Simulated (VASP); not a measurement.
OSZICAR of a VASP run on CeO2 (fluorite):

OSZICAR:
```
       N       E                     dE             d eps       ncg     rms          rms(c)
DAV:   1     0.231669007831E+03    0.23167E+03   -0.11475E+04   520   0.195E+03
DAV:   2     0.120367054697E+02   -0.21963E+03   -0.20928E+03   800   0.303E+02
DAV:   3    -0.297540462055E+02   -0.41791E+02   -0.35056E+02   688   0.143E+02
DAV:   4    -0.317358199550E+02   -0.19818E+01   -0.19816E+01   776   0.357E+01
DAV:   5    -0.318344794396E+02   -0.98659E-01   -0.98657E-01   832   0.700E+00    0.289E+01
DAV:   6    -0.300230317885E+02    0.18114E+01   -0.99137E+01   744   0.591E+01    0.297E+01
DAV:   7    -0.284202848199E+02    0.16027E+01   -0.21061E+02   784   0.133E+02    0.205E+01
DAV:   8    -0.277858326586E+02    0.63445E+00   -0.41095E+00   624   0.217E+01    0.140E+01
DAV:   9    -0.263478205339E+02    0.14380E+01   -0.65376E+00   760   0.212E+01    0.218E+00
DAV:  10    -0.262972479186E+02    0.50573E-01   -0.26383E-01   896   0.456E+00    0.151E+00
DAV:  11    -0.262662390760E+02    0.31009E-01   -0.48336E-02   752   0.213E+00    0.124E+00
DAV:  12    -0.262322975383E+02    0.33942E-01   -0.12514E-01   736   0.331E+00    0.622E-01
DAV:  13    -0.262341288671E+02   -0.18313E-02   -0.12301E-01   824   0.323E+00    0.802E-01
DAV:  14    -0.262303195438E+02    0.38093E-02   -0.62776E-02   800   0.231E+00    0.242E-01
DAV:  15    -0.262301530043E+02    0.16654E-03   -0.54361E-03   744   0.702E-01    0.890E-02
DAV:  16    -0.262301004551E+02    0.52549E-04   -0.13664E-03   776   0.372E-01    0.407E-02
DAV:  17    -0.262300932676E+02    0.71875E-05   -0.44588E-04   744   0.206E-01    0.276E-02
DAV:  18    -0.262300898572E+02    0.34104E-05   -0.15201E-05   808   0.320E-02    0.190E-02
DAV:  19    -0.262300855953E+02    0.42619E-05   -0.21100E-05   696   0.405E-02    0.431E-03
DAV:  20    -0.262300847512E+02    0.84409E-06   -0.37937E-06   536   0.189E-02
   1 F= -.26230085E+02 E0= -.26230085E+02  d E =-.262301E+02
       N       E                     dE             d eps       ncg     rms          rms(c)
DAV:   1    -0.262350951518E+02   -0.50096E-02   -0.13160E-01   536   0.381E+00    0.110E+00
DAV:   2    -0.262324327695E+02    0.26624E-02   -0.57874E-02   768   0.243E+00    0.477E-01
DAV:   3    -0.262311815561E+02    0.12512E-02   -0.50573E-02   752   0.185E+00    0.419E-01
DAV:   4    -0.262300578286E+02    0.11237E-02   -0.87790E-03   760   0.861E-01    0.295E-02
DAV:   5    -0.262300470232E+02    0.10805E-04   -0.26740E-04   864   0.986E-02    0.224E-02
DAV:   6    -0.262300509876E+02   -0.39643E-05   -0.10609E-05   696   0.239E-02    0.184E-02
DAV:   7    -0.262300614615E+02   -0.10474E-04   -0.20378E-05   928   0.325E-02    0.995E-03
DAV:   8    -0.262300622385E+02   -0.77692E-06   -0.12813E-05   880   0.196E-02    0.673E-03
DAV:   9    -0.262300618106E+02    0.42791E-06   -0.60697E-07   304   0.796E-03
   2 F= -.26230062E+02 E0= -.26230062E+02  d E =0.229407E-04
       N       E                     dE             d eps       ncg     rms          rms(c)
DAV:   1    -0.262315653038E+02   -0.15031E-02   -0.34665E-02   536   0.195E+00    0.569E-01
DAV:   2    -0.262309246056E+02    0.64070E-03   -0.16794E-02   768   0.131E+00    0.258E-01
DAV:   3    -0.262305002965E+02    0.42431E-03   -0.13641E-02   752   0.953E-01    0.211E-01
DAV:   4    -0.262302237202E+02    0.27658E-03   -0.23331E-03   752   0.443E-01    0.145E-02
DAV:   5    -0.262302193780E+02    0.43423E-05   -0.58612E-05   864   0.531E-02    0.161E-02
DAV:   6    -0.262302197201E+02   -0.34217E-06   -0.29680E-06   496   0.139E-02
   3 F= -.26230220E+02 E0= -.26230220E+02  d E =-.134969E-03
```

### Question
Which electronic solver shows in the log?

### Answer
It is blocked Davidson (ALGO = Normal, or the opening steps of other solvers). The INCAR had ALGO = Normal.

### Question
How was spin treated?

### Answer
Without spin polarisation: there is no mag entry.

### Question
Can the final energy be trusted as converged?

### Answer
The run converged. It stopped with EDIFF = 1E-6, NELM = 100, NSW = 60 and EDIFFG = -0.02 after 3 ionic steps (PBE GGA, plane waves, VASP's PBE PAW potentials (set 64)).

The compound is CeO2 in the fluorite structure. This run relaxes it. Symmetry was kept, so distortions that lower it aren't found. The start is the result of an earlier pass. The run is not spin-polarised, so no magnetic state was tried.
